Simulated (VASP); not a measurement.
# PbO2 (Plattnerite): structure and properties in VASP

Wanted: the relaxed cell of PbO2 (Plattnerite) and its properties. The steps: relaxing cell and atoms (PBEsol), second relaxation, single point with fields (PBEsol), bands along the symmetry lines (PBEsol), density of states (PBEsol) and field gradients at the nuclei (PBEsol). Left out of this account: at least 1 further run (relaxation: not told here). The start is a cell from a database of measured crystal structures.

Method: PBEsol; plane waves and PAW (Pb_d, O), in VASP 6.6.1.

Report form: the programs' logs are mostly left out.

### 1. The structure

Before any relaxation, the start is as follows. The structure is tetragonal, space group P4_2/mnm (No. 136). Conventional cell: a = 4.958 Å, b = 4.958 Å, c = 3.388 Å, α = 90.00°, β = 90.00°, γ = 90.00°. Pb has 6 O at 2.15 to 2.17 Å nearest. Nearest to O lie 3 Pb at 2.15 to 2.17 Å. Farther neighbours and most contacts between anions are not listed.

As a file:

```xyz
6
Lattice="4.9577 0.0000 0.0000 0.0000 4.9577 0.0000 0.0000 0.0000 3.3879" Properties=species:S:1:pos:R:3 pbc="T T T"
Pb    0.0000    0.0000    0.0000
Pb    2.4788    2.4788    1.6940
O     1.5230    1.5230    0.0000
O     0.9558    4.0019    1.6940
O     3.4347    3.4347    0.0000
O     4.0019    0.9558    1.6940
```

### 2. Relaxing cell and atoms (PBEsol)

The start need not lie at this functional's minimum. ISIF = 3 frees volume, shape and positions, and EDIFFG sets the threshold on forces and stress at which the search stops. PBEsol restores the gradient expansion of exchange and is tuned for the cells of solids.

Input file INCAR:

```
SYSTEM = PbO2
PREC = Accurate
ENCUT = 520
EDIFF = 1E-06
NELM = 100
ISMEAR = 0
SIGMA = 0.05
LREAL = .FALSE.
ALGO = Normal
GGA = PS
NBANDS = 32
LORBIT = 11
LWAVE = .FALSE.
LCHARG = .FALSE.
KPAR = 4
IBRION = 2
NSW = 60
ISIF = 3
EDIFFG = -0.01
```

Input file POSCAR:

```
PbO2
1.0
    4.9577000000      0.0000000000      0.0000000000
    0.0000000000      4.9577000000      0.0000000000
    0.0000000000      0.0000000000      3.3879000000
Pb O
2 4
Direct
    0.0000000000      0.0000000000      0.0000000000
    0.5000000000      0.5000000000      0.5000000000
    0.3072000000      0.3072000000      0.0000000000
    0.1928000000      0.8072000000      0.5000000000
    0.6928000000      0.6928000000      0.0000000000
    0.8072000000      0.1928000000      0.5000000000
```

Input file KPOINTS:

```
Automatic mesh
0
Gamma
4 4 6
0 0 0
```

Potentials, in the order of the species: Pb_d and O (PBE family, release 64).

Run with:

```bash
mpirun -np 4 vasp_std
```

It took 30 s on 4 MPI ranks of Intel Xeon 6975P-C (Granite Rapids), shared host; peak memory 0.93 GiB; 88 s of CPU time.

The gap is read on the k-mesh alone, so it is an upper bound where the band edges lie off the mesh, and a coarse mesh can show a gap where there is none. The PAW data sets were made with PBE, which is usual practice but a small mismatch for other functionals. The run keeps the 16 symmetry operations of its start, so it cannot find a distortion of lower symmetry.

The steps of the relaxation:

```csv
step,energy less that of the first step (eV),largest force (eV/Å),pressure (GPa),volume (Å³)
1,0.0000,0.0168,3.56,83.27
2,-0.0024,0.1030,-3.02,87.04
3,-0.0210,0.0488,0.02,85.17
4,-0.0213,0.0169,0.00,85.22
5,-0.0214,0.0032,0.00,85.25
```

```csv
"conventional cell, symmetrised",before,after,change
a (Å),4.958,4.995,+0.7 %
b (Å),4.958,4.995,+0.7 %
c (Å),3.388,3.417,+0.9 %
volume (Å³/atom),13.88,14.21,+2.4 %
```

Final coordinates:

```
Pb O
1.0
     4.99478    0.00000    0.00000
     0.00000    4.99478    0.00000
     0.00000    0.00000    3.41696
Pb O
2 4
Direct
  0.00000 0.00000 0.00000
  0.50000 0.50000 0.50000
  0.30763 0.30763 0.00000
  0.19237 0.80763 0.50000
  0.69237 0.69237 0.00000
  0.80763 0.19237 0.50000
```

A gap read on the k-mesh alone can miss the band edges.

This step gave:

- electrons: 52
- bands: 32
- irreducible k-points: 24
- symmetry operations: 16
- free energy (TOTEN): -34.06 eV
- Fermi energy: 4.051 eV
- pressure: 2.15e-4 GPa
- metallic, judged on the points sampled: no
- valence top at k: 0, 0, 0.1667
- conduction bottom at k: 0, 0, 0
- least direct gap at k: 0.25, 0, 0
- SCF cycles over all ionic steps: 40
- gap on the k-mesh: 0.1778 eV
- least direct gap on the k-mesh: 0.6746 eV

It ends with a largest force of 0.003 eV/Å and a pressure of 0.00 GPa. The volume lies +2.4 % from that of the database's start.

### 3. Second relaxation

A relaxation keeps the plane waves of the cell it began with, so it is repeated from the new cell, on a basis made for it.

INCAR is that of step 2.

Input file POSCAR:

```
PbO2
1.0
    4.9947825439      0.0000000000      0.0000000000
    0.0000000000      4.9947825439      0.0000000000
    0.0000000000      0.0000000000      3.4169620312
Pb O
2 4
Direct
    0.0000000000      0.0000000000      0.0000000000
    0.5000000000      0.5000000000      0.5000000000
    0.3076262524      0.3076262524      0.0000000000
    0.1923737476      0.8076262524      0.5000000000
    0.6923737476      0.6923737476      0.0000000000
    0.8076262524      0.1923737476      0.5000000000
```

KPOINTS is that of step 2.

Run with:

```bash
mpirun -np 4 vasp_std
```

The job ended after 9.2 s (4 MPI ranks; peak memory 0.9 GiB).

This mesh shows a gap, while another run on the same cell is judged to have none; mesh, path or smearing differ between them.

Little changed from the start: no atom moved by 0.005 Å and no cell edge by 0.1 %.

This step gave:

| Property | Result |
| --- | --- |
| free energy (TOTEN) | -34.07 eV |
| pressure | 0.009495 GPa |
| SCF cycles over all ionic steps | 13 |

It ends with a largest force of 0.003 eV/Å and a pressure of 0.01 GPa. The volume moved by under 0.01 %: the run met its threshold at the first step.

### 4. Single point with fields (PBEsol)

The relaxed cell gets a fresh self-consistent run, on a basis set for its own volume, to fix the density and to check the remaining stress.

INCAR, as its differences from that of step 3:

```diff
@@ -13,7 +13,5 @@
 LWAVE = .FALSE.
-LCHARG = .FALSE.
-KPAR = 4
-IBRION = 2
-NSW = 60
-ISIF = 3
-EDIFFG = -0.01
+LCHARG = .TRUE.
+ISIF = 2
+LELF = .TRUE.
+LVHAR = .TRUE.
```

POSCAR is that of step 3.

KPOINTS is that of step 3.

Run with:

```bash
mpirun -np 4 vasp_std
```

Wall time 9.6 s (4 MPI ranks); peak memory 0.56 GiB; 29 s of CPU time.

This step gave:

- SCF cycles: 13
- pressure: 0.009498 GPa

Valence electrons inside each PAW sphere by angular momentum. Sphere charges, by row:

| atom | s (e) | p (e) | d (e) | tot (e) |
| --- | --- | --- | --- | --- |
| Pb1 | 1.036 | 0.783 | 10.03 | 11.85 |
| Pb2 | 1.036 | 0.783 | 10.03 | 11.85 |
| O3 | 1.575 | 3.369 | 0 | 4.944 |
| O4 | 1.575 | 3.369 | 0 | 4.944 |
| O5 | 1.575 | 3.369 | 0 | 4.944 |
| O6 | 1.575 | 3.369 | 0 | 4.944 |

ELF in the ab plane at fractional z = 0.000, with atoms of Pb and O within 0.2 Å of it. It is the smooth field of the valence electrons, not physical close to the nuclei.

Values, 14 rows by 14 columns, each cell a mean:
```
0.07 0.16 0.35 0.25 0.08 0.02 0.02 0.07 0.20 0.24 0.19 0.31 0.30 0.09
0.24 0.34 0.34 0.18 0.06 0.02 0.08 0.35 0.62 0.67 0.53 0.33 0.37 0.30
0.34 0.31 0.20 0.09 0.03 0.03 0.19 0.61 0.83 0.84 0.78 0.61 0.33 0.31
0.15 0.13 0.08 0.04 0.02 0.04 0.25 0.68 0.84 0.65 0.63 0.78 0.53 0.19
0.06 0.03 0.02 0.02 0.02 0.04 0.19 0.58 0.78 0.56 0.65 0.84 0.67 0.24
0.02 0.02 0.05 0.09 0.11 0.07 0.09 0.30 0.65 0.78 0.84 0.83 0.62 0.20
0.02 0.09 0.31 0.48 0.48 0.29 0.12 0.11 0.30 0.58 0.68 0.61 0.35 0.07
0.04 0.31 0.66 0.81 0.79 0.66 0.37 0.12 0.09 0.19 0.25 0.19 0.08 0.02
0.08 0.43 0.79 0.85 0.70 0.73 0.66 0.29 0.07 0.04 0.04 0.03 0.02 0.02
0.12 0.37 0.76 0.75 0.44 0.70 0.79 0.48 0.11 0.02 0.02 0.03 0.06 0.08
0.25 0.26 0.55 0.77 0.75 0.85 0.81 0.48 0.09 0.02 0.04 0.09 0.18 0.25
0.34 0.36 0.34 0.55 0.76 0.79 0.66 0.31 0.05 0.02 0.08 0.20 0.34 0.35
0.11 0.25 0.36 0.26 0.37 0.43 0.31 0.09 0.02 0.03 0.13 0.31 0.34 0.16
0.19 0.11 0.34 0.25 0.12 0.08 0.04 0.02 0.02 0.06 0.15 0.34 0.24 0.07
```
Columns run along a (5.0 Å), rows up along b (5.0 Å). Atoms in or near the plane, at fractional coordinates: Pb at (0.00, 0.00), O at (0.31, 0.31), O at (0.69, 0.69).

Electrostatic potential energy in the ab plane at fractional z = 0.000, with atoms of Pb and O within 0.2 Å of it. With pseudopotentials it is smooth inside the atoms' cores, unlike the true potential.

Values in eV, 14 rows by 14 columns, each cell a mean:
```
-80 -70 -36  -5   3   6   7   7   7   5   1 -15 -52 -78
-58 -43 -17  -1   3   6   7   7   6   3   1  -6 -28 -52
-19 -11  -3   2   4   6   6   6  -1 -20 -21  -6  -6 -15
  0   1   3   4   5   5   5   3 -20 -49 -49 -21   1   1
  5   5   5   5   5   5   4   2 -24 -51 -49 -20   3   5
  6   6   6   6   5   4   3   2  -4 -24 -20  -1   6   7
  7   7   7   6   4   3   3   2   2   2   3   6   7   7
  7   7   6   0  -9  -4   1   3   3   4   5   6   7   7
  6   6   1 -26 -47 -35  -4   3   4   5   5   6   6   6
  3   3  -4 -42 -47 -47  -9   4   5   5   5   4   3   3
 -7  -3  -3 -24 -42 -26   0   6   6   5   4   2  -1  -5
-41 -28  -9  -3  -4   1   6   7   6   5   3  -3 -17 -36
-75 -60 -28  -3   3   6   7   7   6   5   1 -11 -43 -70
-80 -75 -41  -7   3   6   7   7   6   5   0 -19 -58 -80
```
Columns run along a (5.0 Å; values clipped at the 3rd and 97th percentile), rows up along b (5.0 Å). Atoms in or near the plane, at fractional coordinates: Pb at (0.00, 0.00), O at (0.31, 0.31), O at (0.69, 0.69).

Valence density in the ab plane at fractional z = 0.000, with atoms of Pb and O within 0.2 Å of it. It is the smooth field of the valence electrons, not physical close to the nuclei.

Values in e/Å³, 14 rows by 14 columns, each cell a mean:
```
6.5 4.1 1.4 0.3 0.1 0.0 0.0 0.0 0.1 0.1 0.2 0.7 2.5 5.4
2.9 1.8 0.7 0.2 0.1 0.0 0.0 0.1 0.3 0.5 0.6 0.6 1.2 2.5
0.7 0.5 0.2 0.1 0.0 0.0 0.1 0.3 1.0 2.4 2.2 1.1 0.6 0.7
0.2 0.1 0.1 0.1 0.0 0.0 0.1 0.5 2.4 6.2 5.6 2.2 0.6 0.2
0.1 0.0 0.0 0.0 0.0 0.1 0.1 0.5 2.3 6.1 6.2 2.4 0.5 0.1
0.0 0.0 0.0 0.1 0.1 0.1 0.1 0.3 1.0 2.3 2.4 1.0 0.3 0.1
0.0 0.0 0.1 0.2 0.3 0.3 0.2 0.2 0.3 0.5 0.5 0.3 0.1 0.0
0.0 0.1 0.3 0.9 1.4 1.0 0.4 0.2 0.1 0.1 0.1 0.1 0.0 0.0
0.1 0.2 0.8 3.0 5.1 3.2 1.0 0.3 0.1 0.1 0.0 0.0 0.0 0.0
0.1 0.3 1.1 4.3 7.5 5.1 1.4 0.3 0.1 0.0 0.0 0.0 0.1 0.1
0.4 0.4 0.8 2.4 4.3 3.0 0.9 0.2 0.1 0.0 0.1 0.1 0.2 0.3
1.8 1.2 0.7 0.8 1.1 0.8 0.3 0.1 0.0 0.0 0.1 0.2 0.7 1.4
4.9 3.1 1.2 0.4 0.3 0.2 0.1 0.0 0.0 0.0 0.1 0.5 1.8 4.1
7.8 4.9 1.8 0.4 0.1 0.1 0.0 0.0 0.0 0.1 0.2 0.7 2.9 6.5
```
Columns run along a (5.0 Å), rows up along b (5.0 Å). Atoms in or near the plane, at fractional coordinates: Pb at (0.00, 0.00), O at (0.31, 0.31), O at (0.69, 0.69).

In this run the pressure is 0.01 GPa, small enough to go on; single stress components reach 0.03 GPa.

### 5. Bands along the symmetry lines (PBEsol)

The mesh alone shows little of the dispersion and can miss band extrema, so KPOINTS_OPT adds a path through the symmetry points after the self-consistent cycle.

Input file INCAR:

```
SYSTEM = PbO2
PREC = Accurate
ENCUT = 520
EDIFF = 1E-06
NELM = 100
ISMEAR = 0
SIGMA = 0.05
LREAL = .FALSE.
ALGO = Normal
GGA = PS
NBANDS = 42
LORBIT = 11
LWAVE = .FALSE.
LCHARG = .FALSE.
KPAR = 4
```

POSCAR is that of step 4.

KPOINTS is that of step 4.

Input file KPOINTS_OPT:

```
Line mode
16
Line-mode
Reciprocal
  0.00000000   0.00000000   0.00000000 GAMMA
  0.00000000   0.50000000   0.00000000 X

  0.00000000   0.50000000   0.00000000 X
  0.50000000   0.50000000   0.00000000 M

  0.50000000   0.50000000   0.00000000 M
  0.00000000   0.00000000   0.00000000 GAMMA

  0.00000000   0.00000000   0.00000000 GAMMA
  0.00000000   0.00000000   0.50000000 Z

  0.00000000   0.00000000   0.50000000 Z
  0.00000000   0.50000000   0.50000000 R

  0.00000000   0.50000000   0.50000000 R
  0.50000000   0.50000000   0.50000000 A

  0.50000000   0.50000000   0.50000000 A
  0.00000000   0.00000000   0.50000000 Z

  0.00000000   0.50000000   0.00000000 X
  0.00000000   0.50000000   0.50000000 R

  0.50000000   0.50000000   0.00000000 M
  0.50000000   0.50000000   0.50000000 A
```

Run with:

```bash
mpirun -np 4 vasp_std
```

The job ended after 44 s (4 MPI ranks; peak memory 1.1 GiB; 2.2 min of CPU time).

The k-mesh is coarse for a metal. Spin-orbit coupling is off here; it can split and shift levels that hold much weight on Pb by tenths of an eV or more. Off the labelled points, the distance between valence and conduction band changes from one point of the path to the next by more than its own size. This is read as a crossing, and the least sampled distance of 0.10 eV as a residue of the sampling; a gap narrower than this sampling can resolve is not excluded. The electron count would fill whole bands, but the bands touch or overlap. That can be a semimetal, a small gap that the functional closes or, with several bands partly filled, an ordinary metal.

Numbers from this step:

```
SCF cycles                                    : 14
bands                                         : 42
pressure                                      : 0.01410 GPa
metallic, judged on the points sampled        : 1
least gap as sampled, read here as a crossing : 0.03810 eV
```

The electronic bands at the labelled points (eV, zero at the valence-band top; v1 is the highest filled band, c1 the lowest empty one):

```csv
point,v4,v3,v2,v1,c1,c2,c3,c4
Γ,-0.61,-0.61,-0.57,-0.57,0.12,4.15,5.73,5.73
0.47 of the way,-0.64,-0.62,-0.52,-0.09,0.45,3.73,5.94,6.01
X,-0.65,-0.65,-0.36,-0.36,2.36,2.36,6.33,6.33
0.53 of the way,-0.66,-0.66,-0.43,-0.43,2.59,2.59,6.51,6.51
M,-0.67,-0.67,-0.45,-0.45,2.75,2.75,6.63,6.63
0.53 of the way,-0.65,-0.64,-0.54,-0.20,1.17,3.47,6.16,6.24
Γ,-0.61,-0.61,-0.57,-0.57,0.12,4.15,5.73,5.73
0.53 of the way,-1.76,-0.55,-0.55,-0.31,1.85,4.40,7.70,7.70
Z,-1.09,-1.09,-0.76,-0.76,3.68,3.68,8.74,8.74
0.47 of the way,-0.96,-0.96,-0.70,-0.70,3.80,3.80,7.93,7.93
R,-0.75,-0.75,-0.20,-0.20,3.99,3.99,7.19,7.19
0.53 of the way,-0.64,-0.64,-0.60,-0.60,3.23,3.23,7.79,7.79
A,-0.65,-0.65,-0.49,-0.49,2.75,2.75,8.18,8.18
0.47 of the way,-0.82,-0.77,-0.61,-0.37,3.34,3.74,7.12,8.96
Z,-1.09,-1.09,-0.76,-0.76,3.68,3.68,8.74,8.74
jump to X,-0.65,-0.65,-0.36,-0.36,2.36,2.36,6.33,6.33
0.53 of the way,-0.66,-0.66,-0.53,-0.53,3.33,3.33,7.70,7.70
R,-0.75,-0.75,-0.20,-0.20,3.99,3.99,7.19,7.19
jump to M,-0.67,-0.67,-0.45,-0.45,2.75,2.75,6.63,6.63
0.47 of the way,-0.51,-0.51,-0.47,-0.47,2.88,2.88,7.67,7.67
A,-0.65,-0.65,-0.49,-0.49,2.75,2.75,8.18,8.18
```

Of the projections kept (Pb, O), the largest for each band there, as a share of the weight inside these atoms' spheres; weight between the spheres isn't counted:

```csv
point,v4,v3,v2,v1,c1,c2,c3,c4
Γ,O 0.89,O 0.89,O 1.00,O 1.00,O 1.00,O 0.53,Pb 0.80,Pb 0.80
X,O 0.90,O 0.90,O 0.98,O 0.98,O 0.60,O 0.60,Pb 0.73,Pb 0.73
M,O 0.89,O 0.89,O 0.97,O 0.97,O 0.59,O 0.59,Pb 0.53,Pb 0.53
Γ,O 0.89,O 0.89,O 1.00,O 1.00,O 1.00,O 0.53,Pb 0.80,Pb 0.80
Z,O 0.98,O 0.98,O 0.96,O 0.96,O 0.60,O 0.60,O 0.59,O 0.59
R,O 1.00,O 1.00,O 0.91,O 0.91,O 0.62,O 0.62,Pb 0.68,Pb 0.68
```

There is no gap at this level: valence and conduction bands touch or overlap by little, or lie apart by less than the smearing. Semilocal levels underestimate gaps, so a small one may be lost here.

### 6. Density of states (PBEsol)

A density of states needs more k-points than a total energy, and tetrahedra (ISMEAR = -5) or a smearing that fits the mesh; LORBIT projects the states on the PAW spheres. The mesh is finer than in the run before.

INCAR, as its differences from that of step 5:

```diff
@@ -5,3 +5,3 @@
 NELM = 100
-ISMEAR = 0
+ISMEAR = -5
 SIGMA = 0.05
@@ -15 +15,2 @@
 KPAR = 4
+NEDOS = 2001
```

POSCAR is that of step 5.

Input file KPOINTS:

```
Automatic mesh
0
Gamma
6 6 8
0 0 0
```

Run with:

```bash
mpirun -np 4 vasp_std
```

Run time: 25 s. Hardware: 4 MPI ranks; peak memory 1.1 GiB; 71 s of CPU time.

Numbers from this step:

| Property | Result |
| --- | --- |
| SCF cycles | 15 |
| irreducible k-points | 50 |
| free energy (TOTEN) | -34.06 eV |
| Fermi energy | 4.054 eV |
| pressure | 0.04290 GPa |

The density of states has structure finer than the step of the table below, so its rows give means over 1 eV, whole bins alone (the curve runs from -12.0 to 8.00 eV). Peaks (eV: height): total -3.1: 6.19, -0.7: 18.3, -0.5: 16.7, 7.6: 3.61; O p -3.1: 3.29, -0.7: 12.7, -0.5: 11.9; Pb p -3.1: 0.838, 6.6: 0.587, 7.5: 1.02; Pb s -7.6: 1.28, 3.0: 0.822, 3.9: 0.710; Pb d -0.7: 0.867, -0.5: 0.425.

States under -12.0 eV and over 8.0 eV are left out. Density of states against energy, zero at the valence-band top; means over each step; values in states/eV/cell:

| energy (eV) | total | O p | Pb p | Pb s | Pb d | O s |
| --- | --- | --- | --- | --- | --- | --- |
| -9 | 0 | 0 | 0 | 0 | 0 | 0 |
| -8 | 0.996 | 0.245 | 0.0162 | 0.466 | 0.0138 | 0.0303 |
| -7 | 1.77 | 0.442 | 0.0398 | 0.769 | 0.0328 | 0.0968 |
| -6 | 0.872 | 0.232 | 0.0300 | 0.334 | 0.0204 | 0.0741 |
| -5 | 0.338 | 0.112 | 0.0254 | 0.0946 | 0.00452 | 0.0259 |
| -4 | 2.31 | 1.14 | 0.364 | 0.0450 | 0.0419 | 0.0290 |
| -3 | 4.06 | 2.17 | 0.528 | 0.0348 | 0.0870 | 0.0437 |
| -2 | 3.35 | 1.92 | 0.241 | 0.0414 | 0.115 | 0.0557 |
| -1 | 7.68 | 5.17 | 0.106 | 0.0192 | 0.304 | 0.0211 |
| 0 | 2.71 | 1.92 | 0.00894 | 0.0134 | 0.0638 | 0.00590 |
| 1 | 0.219 | 0.103 | 0.00595 | 0.0561 | 0.00252 | 0.0166 |
| 2 | 0.562 | 0.257 | 0.0160 | 0.162 | 0.00959 | 0.0371 |
| 3 | 1.95 | 0.891 | 0.0570 | 0.604 | 0.0321 | 0.0825 |
| 4 | 1.22 | 0.601 | 0.0191 | 0.396 | 0.0159 | 0.0234 |
| 5 | 0 | 0 | 0 | 0 | 0 | 0 |
| 6 | 0.525 | 0.0468 | 0.177 | 0.00626 | 0.00225 | 0.0332 |
| 7 | 1.66 | 0.256 | 0.499 | 0.0195 | 0.00999 | 0.105 |

### 7. Field gradients at the nuclei (PBEsol)

Field gradients probe how far the charge around each nucleus departs from cubic symmetry; LASPH keeps the non-spherical terms inside the spheres.

Input file INCAR:

```
SYSTEM = PbO2
PREC = Accurate
ENCUT = 520
EDIFF = 1E-07
NELM = 100
ISMEAR = 0
SIGMA = 0.05
LREAL = .FALSE.
ALGO = Normal
GGA = PS
NBANDS = 32
LORBIT = 11
LWAVE = .FALSE.
LCHARG = .FALSE.
KPAR = 4
LEFG = .TRUE.
LASPH = .TRUE.
```

POSCAR is that of step 6.

Input file KPOINTS:

```
Automatic mesh
0
Gamma
4 4 6
0 0 0
```

Run with:

```bash
mpirun -np 4 vasp_std
```

The job ended after 12 s (4 MPI ranks; peak memory 0.89 GiB; 34 s of CPU time).

Numbers from this step:

| Item | Value |
| --- | --- |
| bands | 32 |
| irreducible k-points | 24 |
| free energy (TOTEN) | -34.07 eV |
| Fermi energy | 4.042 eV |
| pressure | 0.04946 GPa |

Electric field gradients, by row:

| atom | Vxx (V/Å²) | Vyy (V/Å²) | Vzz (V/Å²) | asymmetry |
| --- | --- | --- | --- | --- |
| Pb1 | -117.7 | -11.25 | 129 | 0.826 |
| Pb2 | -117.7 | -11.25 | 129 | 0.826 |
| O3 | 75.74 | 53.19 | -128.9 | 0.175 |
| O4 | 75.74 | 53.19 | -128.9 | 0.175 |
| O5 | 75.74 | 53.19 | -128.9 | 0.175 |
| O6 | 75.74 | 53.19 | -128.9 | 0.175 |

The largest gradient, 129.00 V/Å², sits on Pb1 and like sites; the stable nuclei of Pb have no quadrupole moment in their ground state, so NMR and NQR don't see it.

### 8. Outcome

```json
{
  "relaxed volume": "14.21 Å³/atom",
  "relaxed conventional cell a, b, c": "4.995, 4.995, 3.417 Å",
  "space group after relaxing, within 0.02 Å": "P4_2/mnm (No. 136)",
  "band gap": "none; the bands touch or overlap by little, or lie apart by less than the smearing",
  "largest field gradient Vzz": "129.00 V/Å² on Pb1"
}
```

With PBEsol, PbO2 (Plattnerite) relaxes to 14.21 Å³/atom in space group P4_2/mnm (held by the symmetry of the run) and has valence and conduction bands that touch or overlap by little (a semimetal, or a small gap that this level closes). Against the listed cell the volume lies +2.4 % (a +0.7 %, c +0.9 %). Bands along the symmetry lines (PBEsol): Filled and empty bands come within 0.06 eV on the points of this path, too close for the path to tell a gap from a crossing. Spin-orbit coupling is left out, and with elements this heavy it would split and shift bands near the edges, and it can change the kind of a small gap. No search among competing phases was made, and a listed structure need not be the one stable at ambient conditions. All values are for a static lattice at zero temperature.

[Lines on the potential files, build, host, timing and source positions are cut from VASP's logs without a mark.]

[Logs are printed without paths, hosts, clocks, repeated set-up lines and the standing remarks that a program may print on its own settings, such as how far it seeks lower states.]

[Hosts, paths, dates, database ids (printed as entryN), source tags and the programs' standing remarks are cut or masked in the printed files.]

[A measured line is paired with the nearest computed mode of its activity, which favours agreement.]

[In band tables of VASP the shares of atoms and orbitals are scaled to a sum of 1 inside the atoms' spheres.]
